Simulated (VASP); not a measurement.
All values below come from LDA (Ceperley-Alder, Perdew-Zunger), VASP's LDA PAW potentials (set 64) (plane waves; VASP 6.6.1).

Input for VASP

### KPOINTS
```
Regular mesh
0
gamma
  16 16 16
0 0 0
```

**POSCAR**
```
Mo
1.0
 -1.5491940130   1.5491940130   1.5491940130
  1.5491940130  -1.5491940130   1.5491940130
  1.5491940130   1.5491940130  -1.5491940130
Mo
1
direct
  0.0000000000   0.0000000000   0.0000000000
```

### INCAR
```
LMAXMIX = 4   ! l cut-off of mixed one-centre charges
LASPH = .True.   ! aspherical one-centre terms
LCHARG = .False.
NSW = 40
ALGO = Normal
EDIFFG = -0.02
IBRION = 2   ! conjugate gradients
LWAVE = .False.
LREAL = .False.
EDIFF = 1E-6   ! SCF stop (eV)
ISIF = 3
SYSTEM = Mo
NELM = 100
SIGMA = 0.1   ! width (eV)
ISMEAR = 1
PREC = Accurate
PSTRESS = 50   ! kbar
ENCUT = 500   ! plane-wave cut-off (eV)
```

POTCAR, in this order: Mo_sv (LDA.64 set). Program: vasp_std.

Output

### OSZICAR
```
       N       E                     dE             d eps       ncg     rms          rms(c)
DAV:   1     0.933841115288E+02    0.93384E+02   -0.80203E+03  3206   0.128E+03
DAV:   2    -0.114402455859E+02   -0.10482E+03   -0.10125E+03  3388   0.350E+02
DAV:   3    -0.128274019406E+02   -0.13872E+01   -0.13773E+01  3663   0.415E+01
DAV:   4    -0.128311625125E+02   -0.37606E-02   -0.37603E-02  3534   0.248E+00
DAV:   5    -0.128311828163E+02   -0.20304E-04   -0.20305E-04  3716   0.181E-01    0.174E+01
DAV:   6    -0.122289468466E+02    0.60224E+00   -0.10089E+00  3424   0.126E+01    0.476E+00
DAV:   7    -0.121390373686E+02    0.89909E-01   -0.19425E-01  3677   0.507E+00    0.877E-01
DAV:   8    -0.121322306298E+02    0.68067E-02   -0.51024E-03  3370   0.990E-01    0.222E-01
DAV:   9    -0.121322367743E+02   -0.61445E-05   -0.12187E-04  3824   0.150E-01    0.904E-02
DAV:  10    -0.121322490262E+02   -0.12252E-04   -0.91611E-06  3487   0.392E-02    0.150E-03
DAV:  11    -0.121322490148E+02    0.11451E-07   -0.12914E-07  2027   0.527E-03
   1 F= -.11668122E+02 E0= -.11668169E+02  d E =-.116681E+02
```

**OUTCAR**
```
------------------------ aborting loop because EDIFF is reached ----------------------------------------
  FORCE on cell =-STRESS in cart. coord.  units (eV):
  Direction    XX          YY          ZZ          XY          YZ          ZX
  --------------------------------------------------------------------------------------
  Total        0.4536739      0.4536739      0.4536739      0.0000000     -0.0000000      0.0000000
  in kB       48.8738970     48.8738970     48.8738970      0.0000000     -0.0000000      0.0000000
  external PRESSURE =      -1.1261030 kB  Pullay stress =      50.0000000 kB
  volume of cell :       14.87
      direct lattice vectors                 reciprocal lattice vectors
    -1.549194013  1.549194013  1.549194013     0.000000000  0.322748472  0.322748472
     1.549194013 -1.549194013  1.549194013     0.322748472  0.000000000  0.322748472
     1.549194013  1.549194013 -1.549194013     0.322748472  0.322748472  0.000000000
 POSITION                                       TOTAL-FORCE (eV/Angst)
 -----------------------------------------------------------------------------------
      0.00000      0.00000      0.00000         0.000000      0.000000      0.000000
 -----------------------------------------------------------------------------------
    total drift:                                0.000000     -0.000000      0.000000
  FREE ENERGIE OF THE ION-ELECTRON SYSTEM (eV)
  ---------------------------------------------------
  free  energy   TOTEN  =       -12.1322490148 eV

  energy  without entropy=      -12.1323898796  energy(sigma->0) =      -12.13229597
  enthalpy is  TOTEN    =       -11.6681220047 eV   P V=        0.4641270101

 reached required accuracy - stopping structural energy minimisation
```
(Selected blocks of OUTCAR.)

The compound is Mo in the bcc structure. It was relaxed first under an external pressure of 5 GPa.
